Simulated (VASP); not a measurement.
A run of VASP 6.6.1 is set up as follows.

INCAR

```
PREC = Accurate
ENCUT = 600
EDIFF = 1E-6
ISMEAR = -1
SIGMA = 0.05
LREAL = False
LASPH = True
NELM = 80
ALGO = Normal
ISIF = 3
LWAVE = False
LCHARG = False
GGA = BO
LUSE_VDW = True
AGGAC = 0.0
PARAM1 = 0.1833333333
PARAM2 = 0.22
IBRION = 2
NSW = 40
EDIFFG = -0.005
```

File KPOINTS:

```
Automatic mesh
0
Gamma
  8 8 8
```

POSCAR

```
AlCl
1.0
    0.0000000000      2.8486347600      2.8486347600
    2.8486347600      0.0000000000      2.8486347600
    2.8486347600      2.8486347600      0.0000000000
Al Cl
1 1
Direct
    0.5000000000      0.5000000000      0.5000000000
    0.0000000000      0.0000000000      0.0000000000
```

Potentials or basis: VASP PAW PBE potentials, release 64 (Al, Cl).

Launch:

```console
$ cat potpaw_PBE.64/Al/POTCAR potpaw_PBE.64/Cl/POTCAR > POTCAR
$ mpirun -np 1 vasp_std > vasp.out
```

Q: Predict the relaxed cell.

A: a = 4.310 Å, b = 4.310 Å, c = 4.310 Å, α = 60.00°, β = 60.00°, γ = 60.00°.

Q: Predict the relaxed volume.

A: 28.31 Å³/atom.

Q: What does it give for the band gap on the k mesh?

A: 0.74 eV, direct.

Step by step:
| step | energy change (eV) | largest force (eV/Å) | pressure (GPa) | volume (Å³) |
| --- | --- | --- | --- | --- |
| 1 | 0.0000 | 0.0000 | 6.21 | 46.23 |
| 2 | -0.1519 | 0.0000 | 1.94 | 52.49 |
| 3 | -0.1687 | 0.0000 | -0.84 | 59.09 |
| 4 | -0.1754 | 0.0000 | -0.09 | 56.87 |
| 5 | -0.1755 | 0.0000 | 0.00 | 56.62 |

Caveat: the volume moved by over 15 % at a fixed basis, so the end points are rough; the PAW data sets were made with another functional, which shifts forces and pressure a little. A k mesh can miss the band edges.
